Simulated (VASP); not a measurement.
# A VASP study of Bi2S3 (Bismuthinite) (optB86b-vdW): structure first, properties next, part 3 of 6

Wanted: the relaxed cell of Bi2S3 (Bismuthinite) and its properties. The start is a cell from a database of measured crystal structures.

VASP 6.6.1, plane waves and PAW; the level of theory is named at each step.

So far, gap on the k-mesh (eV): step 2 (relaxing cell and atoms (optB86b-vdW)) 1.27. The relaxed cell has a, b, c = 11.267, 3.993, 11.041 Å (conventional setting).

## Step 4: Bands along the symmetry lines (optB86b-vdW)

Level of this step: optB86b-vdW; plane waves and PAW (Bi_d, S) (VASP).

The mesh alone shows little of the dispersion and can miss band extrema, so KPOINTS_OPT adds a path through the symmetry points after the self-consistent cycle.

Contents of INCAR:

```
SYSTEM = Bi2S3
PREC = Accurate
ENCUT = 400
EDIFF = 1E-06
NELM = 100
ISMEAR = 0
SIGMA = 0.05
LREAL = .FALSE.
ALGO = Normal
GGA = MK
AGGAC = 0
LUSE_VDW = .TRUE.
PARAM1 = 0.1234
PARAM2 = 1
LASPH = .TRUE.
NBANDS = 143
LORBIT = 11
LWAVE = .FALSE.
LCHARG = .FALSE.
KPAR = 2
NCORE = 4
```

Contents of POSCAR:

```
Bi2S3
1.0
   11.2670334056      0.0000000000      0.0000000000
    0.0000000000      3.9934756323      0.0000000000
    0.0000000000      0.0000000000     11.0408940937
Bi S
8 12
Direct
    0.5079666653      0.2500000000      0.1746960804
    0.9920333347      0.7500000000      0.6746960804
    0.0079666653      0.2500000000      0.3253039196
    0.4920333347      0.7500000000      0.8253039196
    0.6647133018      0.7500000000      0.4674614958
    0.8352866982      0.2500000000      0.9674614958
    0.1647133018      0.7500000000      0.0325385042
    0.3352866982      0.2500000000      0.5325385042
    0.6227484775      0.7500000000      0.0569125852
    0.8772515225      0.2500000000      0.5569125852
    0.1227484775      0.7500000000      0.4430874148
    0.3772515225      0.2500000000      0.9430874148
    0.7174425247      0.2500000000      0.3044650375
    0.7825574753      0.7500000000      0.8044650375
    0.2174425247      0.2500000000      0.1955349625
    0.2825574753      0.7500000000      0.6955349625
    0.4499823111      0.7500000000      0.3704192596
    0.0500176889      0.2500000000      0.8704192596
    0.9499823111      0.7500000000      0.1295807404
    0.5500176889      0.2500000000      0.6295807404
```

Contents of KPOINTS:

```
Automatic mesh
0
Gamma
2 6 2
0 0 0
```

Contents of KPOINTS_OPT:

```
Line mode
12
Line-mode
Reciprocal
  0.00000000   0.00000000   0.00000000 GAMMA
  0.00000000   0.50000000   0.00000000 X

  0.00000000   0.50000000   0.00000000 X
  0.00000000   0.50000000   0.50000000 S

  0.00000000   0.50000000   0.50000000 S
  0.00000000   0.00000000   0.50000000 Y

  0.00000000   0.00000000   0.50000000 Y
  0.00000000   0.00000000   0.00000000 GAMMA

  0.00000000   0.00000000   0.00000000 GAMMA
  0.50000000   0.00000000   0.00000000 Z

  0.50000000   0.00000000   0.00000000 Z
  0.50000000   0.50000000   0.00000000 U

  0.50000000   0.50000000   0.00000000 U
  0.50000000   0.50000000   0.50000000 R

  0.50000000   0.50000000   0.50000000 R
  0.50000000   0.00000000   0.50000000 T

  0.50000000   0.00000000   0.50000000 T
  0.50000000   0.00000000   0.00000000 Z

  0.00000000   0.00000000   0.50000000 Y
  0.50000000   0.00000000   0.50000000 T

  0.50000000   0.50000000   0.00000000 U
  0.00000000   0.50000000   0.00000000 X

  0.00000000   0.50000000   0.50000000 S
  0.50000000   0.50000000   0.50000000 R
```

PAW data sets: Bi_d and S (PBE family, release 64).

Run with:

```
mpirun -np 8 vasp_std
```

What it wrote:

```text
[banner, memory and clock lines left out]
running    8 mpi-ranks, on    1 nodes
 distrk:  each k-point on    4 cores,    2 groups
 distr:  one band on    4 cores,    1 groups

 POSCAR found type information on POSCAR BiS
 POSCAR found :  2 types and      20 ions
 [... a notice as in an earlier step ...]

 [... a notice as in an earlier step ...]

 [... a notice as in an earlier step ...]

 LDA part: xc-table for (Slater+PW92), standard interpolation
 POSCAR, INCAR and KPOINTS ok, starting setup
 FFT: planning ... GRIDC
 FFT: planning ... GRID_SOFT
 FFT: planning ... GRID
 WAVECAR not read
 entering main loop
       N       E                     dE             d eps       ncg     rms          rms(c)
DAV:   1     0.202273573291E+04    0.20227E+04   -0.74204E+04  4584   0.122E+03
DAV:   2     0.273280091084E+03   -0.17495E+04   -0.16425E+04  4736   0.348E+02
DAV:   3    -0.286083864976E+02   -0.30189E+03   -0.28354E+03  5505   0.165E+02
DAV:   4    -0.498059924555E+02   -0.21198E+02   -0.20796E+02  5488   0.440E+01
DAV:   5    -0.507574101695E+02   -0.95142E+00   -0.94982E+00  5768   0.905E+00    0.163E+01
DAV:   6    -0.449608444612E+02    0.57966E+01   -0.77702E+00  6097   0.893E+00    0.113E+01
DAV:   7    -0.450993450205E+02   -0.13850E+00   -0.27327E+00  5592   0.296E+00    0.691E+00
DAV:   8    -0.451270673263E+02   -0.27722E-01   -0.27800E-01  6025   0.213E+00    0.821E-01
DAV:   9    -0.451040255501E+02    0.23042E-01   -0.52755E-02  5848   0.956E-01    0.396E-01
DAV:  10    -0.451053949741E+02   -0.13694E-02   -0.95684E-03  5712   0.216E-01    0.160E-01
DAV:  11    -0.451057953371E+02   -0.40036E-03   -0.82633E-04  6280   0.731E-02    0.101E-01
DAV:  12    -0.451058580373E+02   -0.62700E-04   -0.11239E-04  6120   0.246E-02    0.292E-02
DAV:  13    -0.451058682066E+02   -0.10169E-04   -0.18271E-05  5120   0.144E-02    0.207E-02
DAV:  14    -0.451058694461E+02   -0.12394E-05   -0.23805E-06  4392   0.451E-03    0.585E-03
DAV:  15    -0.451058695669E+02   -0.12085E-06   -0.14896E-06  3664   0.508E-03
   1 F= -.45105870E+02 E0= -.45105870E+02  d E =-.361511E-16
 Start KPOINTS_OPT (optional k-point list driver)
k-point batch [1-16\144]
       N       E                     dE             ncg
DAV:   1     0.110296489064E+05   -0.38557E+05     4624
DAV:   2    -0.169747199241E+05   -0.28004E+05     4760
DAV:   3    -0.217349864026E+05   -0.47603E+04     5440
DAV:   4    -0.220619444348E+05   -0.32696E+03     5384
DAV:   5    -0.220760514461E+05   -0.14107E+02     5712
DAV:   6    -0.220766558396E+05   -0.60439E+00     6728
DAV:   7    -0.220766644758E+05   -0.86361E-02     6480
DAV:   8    -0.220766647456E+05   -0.26976E-03     6840
DAV:   9    -0.220766647500E+05   -0.44679E-05     4488
DAV:  10    -0.220766647505E+05   -0.43886E-06     3264
[...]
k-point batch [129-144\144]
       N       E                     dE             ncg
DAV:   1     0.105754144985E+05   -0.67732E+05     4592
DAV:   2    -0.173768679234E+05   -0.27952E+05     4824
DAV:   3    -0.220085630667E+05   -0.46317E+04     5400
DAV:   4    -0.223122458536E+05   -0.30368E+03     5376
DAV:   5    -0.223254512013E+05   -0.13205E+02     5832
DAV:   6    -0.223260293583E+05   -0.57816E+00     6600
DAV:   7    -0.223260390246E+05   -0.96662E-02     6568
DAV:   8    -0.223260392890E+05   -0.26441E-03     6664
DAV:   9    -0.223260392942E+05   -0.52086E-05     4496
DAV:  10    -0.223260392946E+05   -0.44168E-06     3224
```

The job ended after 20 min (8 MPI ranks of AMD EPYC 7R43, shared host; peak memory 4.1 GiB; 2.6 h of CPU time).

Parts of OUTCAR (step 4):

```text
 Found     16 irreducible k-points:

   k-points           NKPTS =     16   k-points in BZ     NKDIM =     16   number of bands    NBANDS=    143

   NELECT =     192.0000    total number of electrons

 E-fermi :   5.5450

 k-point     4 :       0.5000    0.1667    0.0000
  band No.  band energies     occupation
    ...
     92       4.7242      2.00000
     93       4.9097      2.00000
     94       4.9097      2.00000
     95       4.9819      2.00000
     96       4.9819      2.00000
     97       7.0736      0.00000
     98       7.0736      0.00000
     99       7.5774      0.00000
    100       7.5774      0.00000
    101       7.9212      0.00000
    ...

Total vdW correction in eV:     30.5521282

  Total       -0.0593265      0.0295220      0.0127286      0.0000000      0.0000000      0.0000000
  in kB       -0.1913350      0.0952120      0.0410512      0.0000000      0.0000000      0.0000000
  external PRESSURE =      -0.0183573 kB  Pullay stress =       0.0000000 kB

 POSITION                                       TOTAL-FORCE (eV/Angst)
 -----------------------------------------------------------------------------------
      5.72328      0.99837      1.92880        -0.007706     -0.000000     -0.003565
     11.17727      2.99511      7.44925         0.007706     -0.000000     -0.003565
      0.08976      0.99837      3.59165        -0.007706      0.000000      0.003565
      5.54376      2.99511      9.11209         0.007706      0.000000      0.003565
      7.48935      2.99511      5.16119        -0.008380     -0.000000     -0.001071
      9.41120      0.99837     10.68164         0.008380     -0.000000     -0.001071
      1.85583      2.99511      0.35925        -0.008380      0.000000      0.001071
      3.77769      0.99837      5.87970         0.008380      0.000000      0.001071
      7.01653      2.99511      0.62837         0.000567     -0.000000     -0.001392
      9.88402      0.99837      6.14881        -0.000567     -0.000000     -0.001392
      1.38301      2.99511      4.89208         0.000567      0.000000      0.001392
      4.25051      0.99837     10.41253        -0.000567     -0.000000      0.001392
      8.08345      0.99837      3.36157         0.000441      0.000000      0.003386
      8.81710      2.99511      8.88201        -0.000441      0.000000      0.003386
      2.44993      0.99837      2.15888         0.000441     -0.000000     -0.003386
      3.18358      2.99511      7.67933        -0.000441     -0.000000     -0.003386
      5.06997      2.99511      4.08976         0.002410     -0.000000     -0.003202
      0.56355      0.99837      9.61021        -0.002410     -0.000000     -0.003202
     10.70348      2.99511      1.43069         0.002410     -0.000000      0.003202
      6.19707      0.99837      6.95113        -0.002410     -0.000000      0.003202
 -----------------------------------------------------------------------------------
    total drift:                               -0.000000     -0.000000      0.000000

  FREE ENERGIE OF THE ION-ELECTRON SYSTEM (eV)
  ---------------------------------------------------
  free  energy   TOTEN  =       -45.1058695669 eV

  energy  without entropy=      -45.1058695669  energy(sigma->0) =      -45.10586957

Total vdW correction in eV:     30.5521313

[... 14 parts as in an earlier step ...]

[... 1 further part left out ...]
```

Spin-orbit coupling is off here; with elements this heavy it splits and shifts levels by tenths of an eV or more.

Numbers from this step:

* bands: 143
* Fermi energy: 5.545 eV
* pressure: -0.001836 GPa
* least gap on mesh and path: 1.231 eV
* least direct gap on mesh and path: 1.296 eV
* valence top at k: 0.3182, 0, 0
* least direct gap at k: 0, 0, 0.1364

The electronic bands at the labelled points (eV, zero at the valence-band top; v1 is the highest filled band, c1 the lowest empty one):

```tsv
point	v4	v3	v2	v1	c1	c2	c3	c4
Γ	-0.24	-0.21	-0.21	-0.11	1.23	1.71	1.79	2.16
0.45 of the way	-0.54	-0.43	-0.27	-0.15	1.38	1.89	2.40	2.51
X	-0.53	-0.53	-0.25	-0.25	2.11	2.11	2.22	2.22
0.45 of the way	-0.50	-0.50	-0.44	-0.44	1.95	1.95	2.19	2.19
S	-0.57	-0.57	-0.39	-0.39	1.86	1.86	2.15	2.15
0.45 of the way	-0.47	-0.47	-0.26	-0.26	1.87	1.87	2.11	2.11
Y	-0.38	-0.38	-0.15	-0.15	1.53	1.53	2.29	2.29
0.45 of the way	-0.40	-0.39	-0.19	-0.03	1.33	1.67	2.02	2.27
Γ	-0.24	-0.21	-0.21	-0.11	1.23	1.71	1.79	2.16
0.45 of the way	-0.32	-0.30	-0.15	-0.01	1.46	1.57	1.86	2.04
Z	-0.33	-0.33	-0.04	-0.04	1.69	1.69	1.82	1.82
0.45 of the way	-0.45	-0.45	-0.40	-0.40	1.55	1.55	2.57	2.57
U	-0.35	-0.35	-0.35	-0.35	2.33	2.33	2.33	2.33
0.55 of the way	-0.48	-0.48	-0.48	-0.48	2.18	2.18	2.18	2.18
R	-0.65	-0.65	-0.65	-0.65	2.12	2.12	2.12	2.12
0.45 of the way	-0.37	-0.37	-0.19	-0.19	2.14	2.14	2.30	2.30
T	-0.23	-0.23	-0.23	-0.23	1.65	1.65	2.21	2.21
0.45 of the way	-0.29	-0.29	-0.09	-0.09	1.63	1.63	2.09	2.09
Z	-0.33	-0.33	-0.04	-0.04	1.69	1.69	1.82	1.82
jump to Y	-0.38	-0.38	-0.15	-0.15	1.53	1.53	2.29	2.29
0.45 of the way	-0.36	-0.36	-0.15	-0.15	1.58	1.58	2.26	2.26
T	-0.23	-0.23	-0.23	-0.23	1.65	1.65	2.21	2.21
jump to U	-0.35	-0.35	-0.35	-0.35	2.33	2.33	2.33	2.33
0.55 of the way	-0.48	-0.48	-0.30	-0.30	2.14	2.14	2.27	2.27
X	-0.53	-0.53	-0.25	-0.25	2.11	2.11	2.22	2.22
jump to S	-0.57	-0.57	-0.39	-0.39	1.86	1.86	2.15	2.15
```

Of the projections kept (Bi, S), the largest for each band there; the rest of the weight can lie on other orbitals:

```tsv
point	v4	v3	v2	v1	c1	c2	c3	c4
Γ	S 0.81	S 0.90	S 0.79	S 0.78	Bi 0.64	Bi 0.66	Bi 0.63	Bi 0.66
X	S 0.86	S 0.86	S 0.77	S 0.77	Bi 0.76	Bi 0.76	Bi 0.60	Bi 0.60
S	S 0.88	S 0.88	S 0.88	S 0.88	Bi 0.56	Bi 0.56	Bi 0.59	Bi 0.59
Y	S 0.80	S 0.80	S 0.85	S 0.85	Bi 0.63	Bi 0.63	Bi 0.65	Bi 0.65
Γ	S 0.81	S 0.90	S 0.79	S 0.78	Bi 0.64	Bi 0.66	Bi 0.63	Bi 0.66
Z	S 0.85	S 0.85	S 0.86	S 0.86	Bi 0.66	Bi 0.66	Bi 0.69	Bi 0.69
```

The path lowers the gap by 0.04 eV against the mesh alone, so a band edge lies off the mesh.

[end of part 3 of 6]

[Lines on the potential files, build, host, timing and source positions are cut from VASP's logs without a mark.]

[Logs are printed without paths, hosts, clocks, repeated set-up lines and the standing remarks that a program may print on its own settings, such as how far it seeks lower states.]

[Hosts, paths, dates, database ids (printed as entryN), source tags and the programs' standing remarks are cut or masked in the printed files.]

[A measured line is paired with the nearest computed mode of its activity, which favours agreement.]
